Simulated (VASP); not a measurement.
Input:

```
CELL_PARAMETERS angstrom
      0.00000     3.07294     3.07294
      3.07294     0.00000     3.07294
      3.07294     3.07294     0.00000
ATOMIC_POSITIONS crystal
  Hg 0.00000 0.00000 0.00000
  Se 0.25000 0.25000 0.25000
```

All values below come from PBEsol GGA, VASP's PBE PAW potentials (set 64) (plane waves; VASP). Run with 400 eV cut-off, 12×12×12 Γ-centred mesh, tetrahedra with Blöchl corrections, potentials Hg Se.

Unless said otherwise, spin-orbit coupling is left out, though it shifts the bands of the heavy elements here.

Estimate the energy per atom (σ→0), band gap (on the k-mesh) with the smallest direct gap where there is one.

- band gap (on the k-mesh) = none (metal, semimetal or under 0.01 eV)
- energy per atom (σ→0) = -2.405 eV/atom

The structure was generated: HgSe was put into the zinc blende type (F-43m), which need not be its known phase. It was relaxed first, which changed the volume by +18 %.
